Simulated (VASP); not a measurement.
YMg3: relaxation of cell and atoms with LDA

The system is YMg3.

```
Y Mg
1.0
     5.16157    0.00000    0.00000
     2.58079    4.47005    0.00000
     2.58079    1.49002    4.21441
Y Mg
1 3
Direct
  0.00000 0.00000 0.00000
  0.25000 0.25000 0.25000
  0.50000 0.50000 0.50000
  0.75000 0.75000 0.75000
```

The cell comes from a database or a generator and needn't be the stable form of this composition.

| Item | Value |
| --- | --- |
| Program | VASP 6.6.1 |
| Task | relaxation of cell and atoms |
| Functional | LDA |
| Potentials or basis | VASP PAW LDA potentials, release 64 (Y_sv, Mg) |
| Cutoff | 600 eV |
| k mesh | 4 × 4 × 4 |
| Occupations | fermi-dirac, width 0.05 eV |
| Spin | no spin polarisation |
| Dipole correction | no |
| Further INCAR settings | ALGO = Normal; EDIFF = 1e-06; IBRION = 2; EDIFFG = -0.03; NSW = 80; ISIF = 8 |

The relaxed volume is 22.83 Å³/atom, the relaxed cell is a = 5.055 Å, b = 5.055 Å, c = 5.055 Å, α = 60.00°, β = 60.00°, γ = 60.00° and the space group after relaxing (to 0.05 Å) is Fm-3m (No. 225). The energy gained by relaxing is 14.5 meV/atom and the ionic steps are 2. The pressure after relaxing is -0.2 GPa and the band gap on the k mesh is none (metal or under the smearing width).

The path:
| step | energy change (eV) | largest force (eV/Å) | pressure (GPa) | volume (Å³) |
| --- | --- | --- | --- | --- |
| 1 | 0.0000 | 0.0000 | -2.82 | 97.24 |
| 2 | -0.0579 | 0.0000 | -0.20 | 91.34 |

Final structure:
```xyz
4
Lattice="5.0550 0.0000 0.0000 2.5275 4.3778 0.0000 2.5275 1.4593 4.1274" Properties=species:S:1:pos:R:3 pbc="T T T"
Y     2.5275    4.3778    0.0000
Mg    2.5275    1.4593    1.0319
Mg    5.0550    2.9185    2.0637
Mg    7.5826    4.3778    3.0956
```

Levels at points of the mesh, in eV from the Fermi level:
| k point | band 4 | band 5 | band 6 | band 7 | band 8 | band 9 | band 10 | band 11 | band 12 |
| --- | --- | --- | --- | --- | --- | --- | --- | --- | --- |
| (0.00, 0.00, 0.00) | -22.38 | -6.15 | -0.34 | -0.34 | -0.34 | 1.20 | 1.20 | 2.47 | 2.47 |
| (0.50, 0.00, 0.00) | -22.39 | -3.94 | -3.82 | -0.52 | -0.52 | 1.38 | 1.90 | 1.90 | 2.07 |
| (0.50, 0.50, 0.00) | -22.39 | -3.44 | -3.02 | -1.81 | -0.31 | -0.31 | 0.41 | 2.04 | 2.04 |

Wall time 16 s on 1 thread of Intel(R) Xeon(R) 6975P-C (Granite Rapids) (shared host), peak memory 0.24 GiB.

Caveat: the k mesh is coarse (spacing up to 0.37 Å⁻¹), so the values aren't converged.
